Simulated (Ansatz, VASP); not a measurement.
**SnGeSe3: VASP beside Ansatz**

Wanted: the spread between two codes on one cell, functional and k mesh. The cell is generated by rule, not measured, and may not be a known phase. The cell is taken from a series of runs on this material, whose earlier steps may have relaxed, scaled, displaced or heated it; both programs get it as it stands.

Method: plane waves, with VASP 6.6.1 beside it; zone-centre phonons at LDA, in Ansatz 0.2.0.

The structure was built from a prototype and need not be the compound's stable phase.

### 1. The starting structure

The structure is cubic, space group Pm-3m (No. 221). The conventional cell has a = 4.901 Å, b = 4.901 Å, c = 4.901 Å, α = 90.00°, β = 90.00°, γ = 90.00°. Nearest to Sn lie 12 Se at 3.47 Å. Nearest to Ge lie 6 Se at 2.45 Å. Se has 2 Ge at 2.45 Å nearest. Farther neighbours and most contacts between anions are not listed.

Coordinates:

```cif
data_structure
_symmetry_space_group_name_H-M 'Pm-3m'
_symmetry_Int_Tables_number 221
_cell_length_a 4.9006
_cell_length_b 4.9006
_cell_length_c 4.9006
_cell_angle_alpha 90.000
_cell_angle_beta 90.000
_cell_angle_gamma 90.000
_cell_volume 117.69
loop_
_atom_site_label
_atom_site_type_symbol
_atom_site_symmetry_multiplicity
_atom_site_Wyckoff_symbol
_atom_site_fract_x
_atom_site_fract_y
_atom_site_fract_z
_atom_site_occupancy
Sn1 Sn 1 a 0.00000 0.00000 0.00000 1
Ge1 Ge 1 b 0.50000 0.50000 0.50000 1
Se1 Se 3 c 0.50000 0.50000 0.00000 1
```

### 2. VASP: zone-centre phonons, LDA

Second derivatives magnify differences that forces hide, and they need a tight electronic threshold.

Lines of VASP's logs that name or quote its potential files are left out, and so is its time.

File INCAR:

```
SYSTEM = SnGeSe3
PREC = Accurate
ENCUT = 500
EDIFF = 1E-08
NELM = 120
ISMEAR = 1
SIGMA = 0.27211
LREAL = .FALSE.
ALGO = Normal
GGA = CA
NBANDS = 29
LORBIT = 11
LWAVE = .FALSE.
LCHARG = .FALSE.
ISIF = 2
IBRION = 8
LASPH = .TRUE.
GGA_COMPAT = .FALSE.
KPAR = 2
```

File POSCAR:

```
SnGeSe3
1.0
    4.9006332156      0.0000000000      0.0000000000
    0.0000000000      4.9006332156      0.0000000000
    0.0000000000      0.0000000000      4.9006332156
Sn Ge Se
1 1 3
Direct
    0.0000000000      0.0000000000      0.0000000000
    0.5000000000      0.5000000000      0.5000000000
    0.5000000000      0.5000000000      0.0000000000
    0.5000000000      0.0000000000      0.5000000000
    0.0000000000      0.5000000000      0.5000000000
```

File KPOINTS:

```
Automatic mesh
0
Gamma
6 6 6
0 0 0
```

The projector-augmented-wave data sets are Sn_d, Ge_d and Se (LDA family, release 64).

Command:

```sh
mpirun -np 2 vasp_std
```

Output:

```text
[banner, memory and clock lines left out]
running    2 mpi-ranks, on    1 nodes
 distrk:  each k-point on    1 cores,    2 groups
 distr:  one band on    1 cores,    1 groups

 POSCAR found type information on POSCAR SnGeSe
 POSCAR found :  3 types and       5 ions
 LDA part: xc-table for (Slater(with rela. corr.)+CA(PZ))
 , standard interpolation
 POSCAR, INCAR and KPOINTS ok, starting setup
 FFT: planning ... GRIDC
 FFT: planning ... GRID_SOFT
 FFT: planning ... GRID
 WAVECAR not read
 entering main loop
       N       E                     dE             d eps       ncg     rms          rms(c)
DAV:   1     0.418554254827E+03    0.41855E+03   -0.21282E+04  1390   0.247E+03
DAV:   2     0.479401743541E+02   -0.37061E+03   -0.35880E+03  1205   0.662E+02
DAV:   3    -0.185076829720E+02   -0.66448E+02   -0.64001E+02  1426   0.181E+02
DAV:   4    -0.221333809888E+02   -0.36257E+01   -0.35950E+01  1349   0.466E+01
DAV:   5    -0.222301577132E+02   -0.96777E-01   -0.96710E-01  1470   0.804E+00    0.647E+00
DAV:   6    -0.216122398075E+02    0.61792E+00   -0.11614E+00  1482   0.748E+00    0.397E+00
DAV:   7    -0.215827359033E+02    0.29504E-01   -0.17080E-01  1328   0.232E+00    0.178E+00
DAV:   8    -0.215774325318E+02    0.53034E-02   -0.18255E-02  1337   0.941E-01    0.331E-01
DAV:   9    -0.215770014309E+02    0.43110E-03   -0.14173E-03  1442   0.363E-01    0.714E-02
DAV:  10    -0.215770120401E+02   -0.10609E-04   -0.27914E-04  1452   0.952E-02    0.200E-02
DAV:  11    -0.215770036406E+02    0.83995E-05   -0.29697E-05  1373   0.484E-02    0.114E-02
DAV:  12    -0.215769977157E+02    0.59248E-05   -0.12174E-05  1425   0.259E-02    0.413E-03
DAV:  13    -0.215769979128E+02   -0.19708E-06   -0.24330E-06  1276   0.972E-03    0.208E-03
DAV:  14    -0.215769979088E+02    0.39936E-08   -0.10363E-07  1463   0.273E-03    0.904E-04
DAV:  15    -0.215769979050E+02    0.37589E-08   -0.15883E-08   896   0.908E-04
   1 F= -.21576998E+02 E0= -.21567561E+02  d E =-.283097E-01
 Linear response reoptimize wavefunctions to high precision
DAV:   1    -0.215769979053E+02   -0.28740E-09   -0.30923E-09   754   0.446E-04
DAV:   2    -0.215769979052E+02    0.12733E-09   -0.58195E-10   685   0.220E-04
DAV:   3    -0.215769979053E+02   -0.14370E-09   -0.21233E-10   660   0.138E-04
 Linear response DOF=           4
 Linear response progress:
  Degree of freedom:   1/  4
       N       E                     dE             d eps       ncg     rms          rms(c)
RMM:   1    -0.221655010027E+00   -0.22166E+00    0.21114E-01  2834   0.745E+00
RMM:   2    -0.225721825745E+00   -0.40668E-02   -0.13272E-02  4324   0.517E-01    0.544E-02
RMM:   3    -0.225525666029E+00    0.19616E-03   -0.10584E-03  4590   0.155E-01    0.256E-02
RMM:   4    -0.225246059012E+00    0.27961E-03   -0.10255E-04  4652   0.556E-02    0.107E-02
RMM:   5    -0.225164574442E+00    0.81485E-04   -0.17157E-05  4663   0.273E-02    0.536E-03
RMM:   6    -0.225154325669E+00    0.10249E-04   -0.49844E-06  4800   0.141E-02    0.282E-03
RMM:   7    -0.225165942087E+00   -0.11616E-04   -0.14658E-06  4903   0.746E-03    0.774E-04
RMM:   8    -0.225164452519E+00    0.14896E-05   -0.31015E-07  4687   0.373E-03    0.244E-04
RMM:   9    -0.225164534477E+00   -0.81958E-07   -0.18724E-07  4895   0.193E-03    0.151E-04
RMM:  10    -0.225165234809E+00   -0.70033E-06   -0.96844E-08  4939   0.943E-04    0.322E-05
RMM:  11    -0.225165191947E+00    0.42861E-07   -0.10147E-07  4880   0.500E-04    0.693E-05
RMM:  12    -0.225165622101E+00   -0.43015E-06   -0.69754E-08  4608   0.281E-04    0.169E-05
RMM:  13    -0.225165480889E+00    0.14121E-06   -0.26869E-08  4550   0.158E-04    0.155E-05
RMM:  14    -0.225165555206E+00   -0.74317E-07   -0.38272E-08  4301   0.983E-05    0.553E-06
RMM:  15    -0.225165609130E+00   -0.53924E-07   -0.22375E-08  4288   0.695E-05    0.120E-06
RMM:  16    -0.225165619727E+00   -0.10596E-07   -0.20619E-08  4022   0.509E-05    0.134E-06
RMM:  17    -0.225165589632E+00    0.30095E-07   -0.14430E-08  4090   0.408E-05    0.382E-06
RMM:  18    -0.225165630085E+00   -0.40454E-07   -0.12636E-08  4287   0.349E-05    0.144E-06
RMM:  19    -0.225165638232E+00   -0.81466E-08   -0.86729E-09  4121   0.307E-05    0.123E-06
 first order change of Fermi-energy   0.19481E-03
 force on displaced ion       1 direction 1 :   2.495   0.000  -0.000
 Linear response progress:
  Degree of freedom:   2/  4
       N       E                     dE             d eps       ncg     rms          rms(c)
RMM:   1    -0.194026800622E+00   -0.19403E+00    0.73827E+00  2918   0.452E+01
RMM:   2    -0.201262207042E+00   -0.72354E-02   -0.13878E-02  4227   0.578E-01    0.121E-01
RMM:   3    -0.201330414390E+00   -0.68207E-04   -0.79457E-04  4556   0.153E-01    0.704E-02
RMM:   4    -0.201376492900E+00   -0.46079E-04   -0.10247E-04  4788   0.539E-02    0.405E-03
RMM:   5    -0.201367757438E+00    0.87355E-05   -0.10507E-05  4591   0.187E-02    0.270E-03
RMM:   6    -0.201359797737E+00    0.79597E-05   -0.44513E-06  4818   0.101E-02    0.603E-04
RMM:   7    -0.201361729303E+00   -0.19316E-05   -0.96428E-07  4817   0.412E-03    0.405E-04
RMM:   8    -0.201362770103E+00   -0.10408E-05   -0.68192E-07  5088   0.197E-03    0.211E-04
RMM:   9    -0.201363287306E+00   -0.51720E-06   -0.12185E-06  5025   0.982E-04    0.905E-05
RMM:  10    -0.201363461250E+00   -0.17394E-06   -0.71932E-07  5148   0.560E-04    0.502E-05
RMM:  11    -0.201363700223E+00   -0.23897E-06   -0.58405E-07  4823   0.360E-04    0.209E-05
RMM:  12    -0.201363799335E+00   -0.99111E-07   -0.21955E-07  5203   0.237E-04    0.134E-05
RMM:  13    -0.201363955730E+00   -0.15640E-06   -0.54564E-08  4740   0.172E-04    0.739E-06
RMM:  14    -0.201363907020E+00    0.48710E-07   -0.11171E-07  4830   0.124E-04    0.112E-05
RMM:  15    -0.201363900524E+00    0.64961E-08   -0.88332E-08  4269   0.919E-05    0.172E-05
 first order change of Fermi-energy   0.21249E-03
 force on displaced ion       2 direction 1 :  -3.936   0.000  -0.000
 Linear response progress:
  Degree of freedom:   3/  4
       N       E                     dE             d eps       ncg     rms          rms(c)
RMM:   1    -0.906206506916E-01   -0.90621E-01    0.43340E-02  7448   0.939E-01
RMM:   2    -0.884959419519E-01    0.21247E-02   -0.37292E-03  7401   0.229E-01    0.389E-02
RMM:   3    -0.887025173877E-01   -0.20658E-03   -0.30618E-04  7484   0.691E-02    0.221E-02
RMM:   4    -0.889104788418E-01   -0.20796E-03   -0.46967E-05  7557   0.261E-02    0.714E-03
RMM:   5    -0.889340099737E-01   -0.23531E-04   -0.56180E-06  7899   0.941E-03    0.358E-03
RMM:   6    -0.889304340746E-01    0.35759E-05    0.30867E-07  7963   0.252E-03    0.173E-03
RMM:   7    -0.889286086606E-01    0.18254E-05   -0.42769E-07  7673   0.815E-04    0.402E-04
RMM:   8    -0.889279952732E-01    0.61339E-06    0.15246E-07  8004   0.311E-04    0.124E-04
RMM:   9    -0.889277955864E-01    0.19969E-06    0.13095E-07  7627   0.137E-04    0.167E-05
RMM:  10    -0.889278512779E-01   -0.55691E-07    0.18406E-07  8138   0.695E-05    0.123E-05
RMM:  11    -0.889278558816E-01   -0.46038E-08    0.10002E-07  7731   0.392E-05    0.124E-06
RMM:  12    -0.889278580493E-01   -0.21676E-08    0.11923E-09  7008   0.279E-05    0.602E-07
 first order change of Fermi-energy  -0.13487E-03
 force on displaced ion       3 direction 1 :   1.630   0.000   0.000
 Linear response progress:
  Degree of freedom:   4/  4
       N       E                     dE             d eps       ncg     rms          rms(c)
RMM:   1    -0.917852902488E-01   -0.91785E-01    0.83920E-02  4552   0.108E+00
RMM:   2    -0.889774437633E-01    0.28078E-02   -0.60894E-03  4487   0.301E-01    0.140E-01
RMM:   3    -0.891947901653E-01   -0.21735E-03   -0.56600E-04  4329   0.973E-02    0.700E-02
RMM:   4    -0.894082795831E-01   -0.21349E-03   -0.10159E-04  4479   0.451E-02    0.146E-02
RMM:   5    -0.894434083920E-01   -0.35129E-04   -0.12441E-05  4779   0.172E-02    0.421E-03
RMM:   6    -0.894377922408E-01    0.56162E-05   -0.36044E-07  4768   0.469E-03    0.229E-03
RMM:   7    -0.894384701472E-01   -0.67791E-06   -0.47649E-07  4809   0.170E-03    0.424E-04
RMM:   8    -0.894410860602E-01   -0.26159E-05    0.15834E-07  4719   0.637E-04    0.141E-04
RMM:   9    -0.894410421348E-01    0.43925E-07    0.50189E-07  4753   0.235E-04    0.774E-05
RMM:  10    -0.894408773934E-01    0.16474E-06   -0.97405E-09  4580   0.100E-04    0.241E-05
RMM:  11    -0.894408874420E-01   -0.10049E-07   -0.13007E-08  4999   0.512E-05    0.241E-06
RMM:  12    -0.894408899620E-01   -0.25200E-08   -0.26770E-08  4955   0.299E-05    0.121E-06
 first order change of Fermi-energy  -0.44250E-03
 force on displaced ion       3 direction 3 :   0.000  -0.000  -9.193
 Linear response finished
```

(Continued in part 2 of 2.)

[Lines on the potential files, build, host, timing and source positions are cut from VASP's logs without a mark.]

[Logs are printed without paths, hosts, clocks, repeated set-up lines and the standing remarks that a program may print on its own settings, such as how far it seeks lower states.]

[Hosts, paths, dates, database ids (printed as entryN), source tags and the programs' standing remarks are cut or masked in the printed files.]
